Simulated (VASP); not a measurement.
Given:

```yaml
crystal:
  lattice:
    - [0.00000, 2.35561, 2.35561]
    - [2.35561, 0.00000, 2.35561]
    - [2.35561, 2.35561, 0.00000]
  atoms:
    - { symbol: Cd, position: [0.00000, 0.00000, 0.00000] }
    - { symbol: O, position: [0.50000, 0.50000, 0.50000] }
```

Method: optB88-vdW, VASP's PBE PAW potentials (set 64) (plane waves; VASP). Settings: 520 eV cut-off, 13×13×13 Γ-centred mesh, first-order Methfessel-Paxton smearing of 0.10 eV, potentials Cd O.

### Question
Estimate the energy per atom (σ→0), pressure, band gap (on the k-mesh) with the smallest direct gap where there is one.

### Answer

```yaml
band gap (on the k-mesh): none (metal, semimetal or under 0.01 eV)
energy per atom (σ→0): -1.514 eV/atom
pressure: 4.43 GPa
```

The absolute energy has meaning only against runs of the same code, potentials and settings.

The compound is CdO in the rock salt structure. This cell is one point of a volume scan, at 0.97 of the reference volume.
